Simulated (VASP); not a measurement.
Data:

```
V
1.0
   -1.51500     1.51500     1.51500
    1.51500    -1.51500     1.51500
    1.51500     1.51500    -1.51500
V
1
Direct
  0.00000   0.00000   0.00000
```

The numbers are results of PBE GGA with D3 dispersion (Becke-Johnson damping), VASP's PBE PAW potentials (set 64) (plane waves; VASP), not measurements. Numerical set-up: 520 eV cut-off, 15×15×15 Γ-centred mesh, first-order Methfessel-Paxton smearing of 0.10 eV, potentials V_sv.

Energy and stress use the plane-wave basis of the starting cell.

**Question.** The ions, cell shape and volume are relaxed. Give the cell that the relaxation ends in.

**Answer.** 
```
V
1.0
   -1.47571     1.47571     1.47571
    1.47571    -1.47571     1.47571
    1.47571     1.47571    -1.47571
V
1
Direct
  0.00000   0.00000   0.00000
```
Space group Im-3m (229), at a tolerance of 0.03 Å.

**Question.** How do energy and volume change from the first to the last step?

**Answer.** The energy (σ→0) changes by -48.4 meV/atom and the volume by -7.6 %, in 4 ionic steps.

The compound is V in the bcc structure. This run relaxes it. Symmetry was kept, so distortions that lower it aren't found. The run is not spin-polarised, so no magnetic state was tried.
